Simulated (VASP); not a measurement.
Given:

```
CELL_PARAMETERS angstrom
      1.90351    -3.29698     0.00000
      1.90351     3.29698     0.00000
      0.00000     0.00000     5.28905
ATOMIC_POSITIONS crystal
  La 0.33333 0.66667 0.22873
  La 0.66667 0.33333 0.77127
  O  0.00000 0.00000 0.00000
  O  0.33333 0.66667 0.65952
  O  0.66667 0.33333 0.34048
```

Level of theory: PBEsol GGA, VASP's PBE PAW potentials (set 64) (plane waves; VASP). Numerical set-up: 620 eV cut-off, 7×7×4 Γ-centred mesh, Gaussian smearing of 0.050 eV, potentials La O.

Problem. Estimate the energy per atom (σ→0), pressure.

Solution. 
| Property | Result |
|---|---|
| energy per atom (σ→0) | -8526 meV/atom |
| pressure | 30.04 GPa |

Only differences to runs with the same potentials and settings are physical.

The compound is La2O3 in the a-type structure. It was relaxed first under an external pressure of 30 GPa.
